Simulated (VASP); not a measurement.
# NdFeGe (P-6m2) in VASP: reference runs

Reference runs on NdFeGe: the cell as given.

All numbers are computed with VASP 6.6.1; they aren't measurements. Logs are shortened: lines on timing, memory, paths and dates and some standing lists are left out, and cuts for length are marked.

## (1) The crystal as given

It takes space group P-6m2 (No. 187, hexagonal). The conventional cell has a = 4.206 Å, b = 4.206 Å, c = 4.124 Å, α = 90.00°, β = 90.00°, γ = 120.00°. Around Nd (site symmetry -6m2) lie 6 Ge at 3.19 Å and 6 Fe at 3.19 Å. Around Ge (site symmetry -6m2) lie 3 Fe at 2.43 Å. Around Fe (site symmetry -6m2) lie 3 Ge at 2.43 Å.

The cell comes from a database or a generator and needn't be the stable form of this composition.

## (2) Single point, PBE, collinear spin, ferromagnetic start

INCAR

```
PREC = Accurate ; ENCUT = 520
EDIFF = 1E-7 ; ISMEAR = -1
SIGMA = 0.05 ; LREAL = F
LASPH = T ; NELM = 100
ALGO = Normal ; ISIF = 2
LWAVE = F ; LCHARG = F
ISPIN = 2 ; MAGMOM = 3 0 3
LORBIT = 11 ; LMAXMIX = 6
GGA = PE ; NBANDS = 29
```

KPOINTS

```
regular mesh
0
Gamma
  7 7 7
```

POSCAR

```
NdFeGe
1.0
    4.2056977327      0.0000000000      0.0000000000
   -2.1028488664      3.6422410772      0.0000000000
    0.0000000000      0.0000000000      4.1242890000
Nd Ge Fe
1 1 1
Direct
    0.6666666667      0.3333333333      0.0000000000
    0.3333333333      0.6666666667      0.5000000000
    0.0000000000      0.0000000000      0.5000000000
```

Potentials or basis: VASP PAW PBE potentials, release 64 (Nd, Ge_d, Fe).

Command:

```
> cat potpaw_PBE.64/Nd/POTCAR potpaw_PBE.64/Ge_d/POTCAR potpaw_PBE.64/Fe/POTCAR > POTCAR
> mpirun -np 1 vasp_std > vasp.out
```

OUTCAR:

```text
PREC = Accurate
   ENCUT = 520
   EDIFF = 1E-7
   ISMEAR = -1
   LREAL = F
   LASPH = T
   NELM = 100
   ISIF = 2
   ISPIN = 2
   LORBIT = 11
   GGA = PE

 ion  position               nearest neighbor table
   1  0.667  0.333  0.000-   2 3.19   2 3.19   3 3.19   3 3.19   2 3.19   2 3.19   3 3.19   3 3.19
                             3 3.19   3 3.19   2 3.19   2 3.19
   2  0.333  0.667  0.500-   3 2.43   3 2.43   3 2.43   1 3.19   1 3.19   1 3.19   1 3.19   1 3.19
                             1 3.19
   3  0.000  0.000  0.500-   2 2.43   2 2.43   2 2.43   1 3.19   1 3.19   1 3.19   1 3.19   1 3.19
                             1 3.19

  LATTYP: Found a hexagonal cell.
 ALAT       =     4.2056977327
 C/A-ratio  =     0.9806432279

  Lattice vectors:

 A1 = (   4.2056977327,   0.0000000000,   0.0000000000)
 A2 = (  -2.1028488664,   3.6422410772,   0.0000000000)
 A3 = (   0.0000000000,   0.0000000000,   4.1242890000)

Analysis of symmetry for initial positions (statically):
=====================================================================
 Subroutine PRICEL returns:
 Original cell was already a primitive cell.

 Routine SETGRP: Setting up the symmetry group for a
 hexagonal supercell.

 Subroutine GETGRP returns: Found 12 space group operations
 (whereof 12 operations were pure point group operations)
 out of a pool of 24 trial point group operations.

The static configuration has the point symmetry D_3h.

Analysis of symmetry for dynamics (positions and initial velocities):
=====================================================================
 Subroutine PRICEL returns:
 Original cell was already a primitive cell.

 Routine SETGRP: Setting up the symmetry group for a
 hexagonal supercell.

 Subroutine GETGRP returns: Found 12 space group operations
 (whereof 12 operations were pure point group operations)
 out of a pool of 24 trial point group operations.

The dynamic configuration has the point symmetry D_3h.

Analysis of structural, dynamic, and magnetic symmetry:
=====================================================================
 Subroutine PRICEL returns:
 Original cell was already a primitive cell.

 Routine SETGRP: Setting up the symmetry group for a
 hexagonal supercell.

 Subroutine GETGRP returns: Found 12 space group operations
 (whereof 12 operations were pure point group operations)
 out of a pool of 24 trial point group operations.

The overall configuration has the point symmetry D_3h.

 Subroutine INISYM returns: Found 12 space group operations
 (whereof 12 operations are pure point group operations),
 and found     1 'primitive' translations

----------------------------------------------------------------------------------------

                                     Primitive cell

  volume of cell :      63.1765

  direct lattice vectors                    reciprocal lattice vectors
     4.205697733  0.000000000  0.000000000     0.237772675  0.137278118  0.000000000
    -2.102848866  3.642241077  0.000000000     0.000000000  0.274556236  0.000000000
     0.000000000  0.000000000  4.124289000     0.000000000  0.000000000  0.242466035

  length of vectors
     4.205697733  4.205697733  4.124289000     0.274556236  0.274556236  0.242466035

  position of ions in fractional coordinates (direct lattice)
     0.666666667  0.333333333  0.000000000
     0.333333333  0.666666667  0.500000000
     0.000000000  0.000000000  0.500000000

  ion indices of the primitive-cell ions
   primitive index   ion index
                 1           1
                 2           2
                 3           3

----------------------------------------------------------------------------------------

 KPOINTS: regular mesh

Automatic generation of k-mesh.
 Grid dimensions read from file:
 generate k-points for:    7    7    7

 Generating k-lattice:

  Cartesian coordinates                     Fractional coordinates (reciprocal lattice)
     0.033967525  0.019611160  0.000000000     0.142857143  0.000000000  0.000000000
     0.000000000  0.039222319  0.000000000     0.000000000  0.142857143  0.000000000
     0.000000000  0.000000000  0.034638005     0.000000000  0.000000000  0.142857143

  Length of vectors
     0.039222319  0.039222319  0.034638005

  Shift w.r.t. Gamma in fractional coordinates (k-lattice)
     0.000000000  0.000000000  0.000000000

 Subroutine IBZKPT returns following result:
 ===========================================

 Found     32 irreducible k-points:

 Following reciprocal coordinates:
            Coordinates               Weight
  0.000000  0.000000  0.000000      1.000000
  0.142857  0.000000  0.000000      6.000000
  0.285714  0.000000  0.000000      6.000000
  0.428571 -0.000000  0.000000      6.000000
  0.142857  0.142857  0.000000      6.000000
  0.285714  0.142857  0.000000     12.000000
[... 16 lines left out ...]
  0.428571  0.142857  0.285714     12.000000
  0.285714  0.285714  0.285714     12.000000
 [... further k-points ...]
   k-points           NKPTS =     32   k-points in BZ     NKDIM =     32   number of bands    NBANDS=     29
   number of dos      NEDOS =    301   number of ions     NIONS =      3
   total plane-waves  NPLWV =  32768
   dimension x,y,z NGX =    32 NGY =   32 NGZ =   32
   dimension x,y,z NGXF=    64 NGYF=   64 NGZF=   64
   ions per type =               1   1   1
   NGX,Y,Z   is equivalent  to a cutoff of  12.65, 12.65, 12.90 a.u.
   NGXF,Y,Z  is equivalent  to a cutoff of  25.30, 25.30, 25.80 a.u.
 SYSTEM =  unknown system
   PREC   = accura    normal or accurate (medium, high low for compatibility)
   ISTART =      0    job   : 0-new  1-cont  2-samecut
   ICHARG =      2    charge: 1-file 2-atom 10-const
   ISPIN  =      2    spin polarized calculation?
   LNONCOLLINEAR =      F non collinear calculations
   LSORBIT =      F    spin-orbit coupling
   LASPH  =      T    aspherical Exc in radial PAW
   ENCUT  =  520.0 eV  38.22 Ry    6.18 a.u.   7.82  7.82  7.67*2*pi/ulx,y,z
   NELM   =    100;   NELMIN=  2; NELMDL= -5     # of ELM steps
   EDIFF  = 0.1E-06   stopping-criterion for ELM
   LREAL  =      F    real-space projection
   EDIFFG = 0.1E-05   stopping-criterion for IOM
   NSW    =      0    number of steps for IOM
   IBRION =     -1    ionic relax: 0-MD 1-quasi-New 2-CG
   NFREE  =      0    steps in history (QN), initial steepest desc. (CG)
   ISIF   =      2    stress and relaxation
   ISYM   =      2    0-nonsym 1-usesym 2-fastsym
   POTIM  = 0.5000    time-step for ionic-motion
   TEBEG  =    0.0;   TEEND  =   0.0 temperature during run
   PSTRESS=    0.0 pullay stress
   NELECT =      36.0000    total number of electrons
   NUPDOWN=      -1.0000    fix difference up-down
   EMIN   =  10.00;   EMAX   =-10.00  energy-range for DOS
   EFERMI =   0.00;   METHOD = LEGACY
   ISMEAR =    -1;   SIGMA  =   0.05  broadening in eV -4-tet -1-fermi 0-gaus
   EFERMI_NEDOS =   21; number of points for ismear=-14 and -15
   IALGO  =     38    algorithm
   IMIX   =      4    mixing-type and parameters
     AMIX     =   0.40;   BMIX     =  1.00
     AMIX_MAG =   1.60;   BMIX_MAG =  1.00
  volume/ion in A,a.u.               =      21.06       142.11
  Fermi-wavevector in a.u.,A,eV,Ry     =   1.357241  2.564814 25.063344  1.842104
  Thomas-Fermi vector in A             =   2.484176
   LORBIT       =     11    0 simple, 1 ext, 2 COOP (PROOUT), +10 PAW based schemes
   GGA     = PE    functional components
   LHFCALC =     F    Hartree Fock is set to
   AEXX    =    0.0000 exact exchange contribution
   IVDW    =     0    specifies the selected vdW correction
   LEPSILON=     F    determine dielectric tensor
   LRPA    =     F    only Hartree local field effects (RPA)
 spin polarized calculation
  energy-cutoff  :      520.00
  volume of cell :       63.18
 maximum number of plane-waves:      1722
 NGX is ok and might be reduce to    32
   NGX = 15   NGY = 15   NGZ = 15

 number of electron      35.9999985 magnetization       5.1664127

 Free energy of the ion-electron system (eV)
  ---------------------------------------------------
  ext. energy  EPLUGINS =         0.00000000
  ---------------------------------------------------
  free energy    TOTEN  =       -20.23824884 eV

  energy without entropy =      -20.18047881  energy(sigma->0) =      -20.20936382

 E-fermi :   5.2781     XC(G=0): -10.9575

 val. band max:        5.2765131141   @ k =   0.0000   0.0000   0.0000
 cond. band min:       5.2940734346   @ k =   0.4286   0.1429   0.4286
 fundamental gap:      0.0175603205
 Fermi energy:         5.2780818724

 spin component 1

 k-point     1 :       0.0000    0.0000    0.0000
  band No.  band energies     occupation
      1     -31.7541      1.00000
      2     -18.5266      1.00000
      3     -18.4956      1.00000
      4     -18.4956      1.00000
      5     -18.4470      1.00000
      6     -18.4470      1.00000
[... 21 lines left out ...]
     28       9.0749      0.00000
     29       9.0749      0.00000

 k-point     2 :       0.1429    0.0000    0.0000
  band No.  band energies     occupation
      1     -31.7509      1.00000
      2     -18.5261      1.00000
      3     -18.4963      1.00000
      4     -18.4957      1.00000
      5     -18.4475      1.00000
      6     -18.4466      1.00000
[... 21 lines left out ...]
     28       9.0663      0.00000
     29       9.7225      0.00000

 k-point     3 :       0.2857    0.0000    0.0000
  band No.  band energies     occupation
      1     -31.7440      1.00000
      2     -18.5250      1.00000
      3     -18.4978      1.00000
      4     -18.4960      1.00000
      5     -18.4484      1.00000
      6     -18.4457      1.00000
[... 638 lines left out ...]
      5     -18.4499      1.00000
      6     -18.4452      1.00000
[... 21 lines left out ...]
     28       9.7988      0.00000
     29       9.9779      0.00000

 k-point    24 :       0.2857    0.2857    0.2857
  band No.  band energies     occupation
      1     -31.7299      1.00000
      2     -18.5208      1.00000
      3     -18.4990      1.00000
      4     -18.4977      1.00000
      5     -18.4492      1.00000
      6     -18.4460      1.00000
[... 21 lines left out ...]
     28       9.8804      0.00000
     29      10.1261      0.00000

 [... further k-points ...]

 spin component 2

 k-point     1 :       0.0000    0.0000    0.0000
  band No.  band energies     occupation
      1     -30.3042      1.00000
      2     -18.5271      1.00000
      3     -18.5027      1.00000
      4     -18.5027      1.00000
      5     -18.4597      1.00000
      6     -18.4597      1.00000
[... 21 lines left out ...]
     28       9.6908      0.00000
     29       9.6908      0.00000

 k-point     2 :       0.1429    0.0000    0.0000
  band No.  band energies     occupation
      1     -30.3005      1.00000
      2     -18.5265      1.00000
      3     -18.5033      1.00000
      4     -18.5028      1.00000
      5     -18.4601      1.00000
      6     -18.4593      1.00000
[... 21 lines left out ...]
     28       9.7068      0.00000
     29      10.4198      0.00000

 k-point     3 :       0.2857    0.0000    0.0000
  band No.  band energies     occupation
      1     -30.2922      1.00000
      2     -18.5254      1.00000
      3     -18.5047      1.00000
      4     -18.5031      1.00000
      5     -18.4611      1.00000
      6     -18.4585      1.00000
[... 638 lines left out ...]
      5     -18.4625      1.00000
      6     -18.4580      1.00000
[... 21 lines left out ...]
     28      10.3304      0.00000
     29      10.5811      0.00000

 k-point    24 :       0.2857    0.2857    0.2857
  band No.  band energies     occupation
      1     -30.2754      1.00000
      2     -18.5214      1.00000
      3     -18.5058      1.00000
      4     -18.5045      1.00000
      5     -18.4618      1.00000
      6     -18.4589      1.00000
[... 21 lines left out ...]
     28      10.4584      0.00000
     29      10.7113      0.00000

 [... further k-points ...]
[... 5 lines left out ...]
  --------------------------------------------------------------------------------------
  -------------------------------------------------------------------------------------
  Total       -0.4547091     -0.4547091     -0.9481755      0.0000000      0.0000000     -0.0000000
  in kB      -11.5315700    -11.5315700    -24.0460339      0.0000000      0.0000000     -0.0000000
  external PRESSURE =     -15.7030579 kB  Pullay stress =       0.0000000 kB

 VOLUME and BASIS-vectors are now :
 -----------------------------------------------------------------------------
  energy-cutoff  :      520.00
  volume of cell :       63.18
      direct lattice vectors                 reciprocal lattice vectors
     4.205697733  0.000000000  0.000000000     0.237772675  0.137278118  0.000000000
    -2.102848866  3.642241077  0.000000000     0.000000000  0.274556236  0.000000000
     0.000000000  0.000000000  4.124289000     0.000000000  0.000000000  0.242466035

 POSITION                                       TOTAL-FORCE (eV/Angst)
 -----------------------------------------------------------------------------------
      2.10285      1.21408      0.00000        -0.000000      0.000000      0.000000
     -0.00000      2.42816      2.06214        -0.000000     -0.000000      0.000000
      0.00000      0.00000      2.06214         0.000000      0.000000      0.000000
 -----------------------------------------------------------------------------------
    total drift:                               -0.000000      0.000000     -0.000000

  FREE ENERGIE OF THE ION-ELECTRON SYSTEM (eV)
  ---------------------------------------------------
  free  energy   TOTEN  =       -20.2382488429 eV

  energy  without entropy=      -20.1804788063  energy(sigma->0) =      -20.20936382

 total charge

# of ion       s       p       d       f       tot
--------------------------------------------------
    1        1.991   5.425   0.479   3.225  11.120
    2        1.133   1.303  10.021   0.000  12.457
    3        0.451   0.356   6.308   0.000   7.115
--------------------------------------------------
tot          3.575   7.084  16.808   3.225  30.692

 magnetization (x)

# of ion       s       p       d       f       tot
--------------------------------------------------
    1       -0.015  -0.115   0.016   3.116   3.001
    2       -0.007  -0.044   0.003   0.000  -0.047
    3        0.023   0.044   1.813   0.000   1.880
--------------------------------------------------
tot          0.001  -0.114   1.832   3.116   4.834
```

Wall time 99 s (1 thread of Intel Xeon 6975P-C (Granite Rapids), shared host); peak memory 0.27 GiB.

What came out:

```
Free energy                                           : -20.2382 eV
Pressure                                              : -1.6 GPa
Band gap on the k mesh                                : none (metal or under the smearing width)
Net moment                                            : 5.17 μB per cell
Site moments                                          : Nd +3.00; Ge -0.05; Fe +1.88 μB
Valence electrons inside the program's atomic spheres : Nd 11.12; Ge 12.46; Fe 7.12
```

Stress tensor (GPa, compression positive):
```
-1.15  0.00  0.00
 0.00 -1.15  0.00
 0.00  0.00 -2.40
```

Caveat: the magnetic or orbital state may not be the lowest; spin-orbit coupling is left out, which moves the levels of the heavy elements; without U or exact exchange the open f shell lies at the Fermi level, which spoils levels, moments and volumes. The state reached can hang on the start; a lower one may exist.
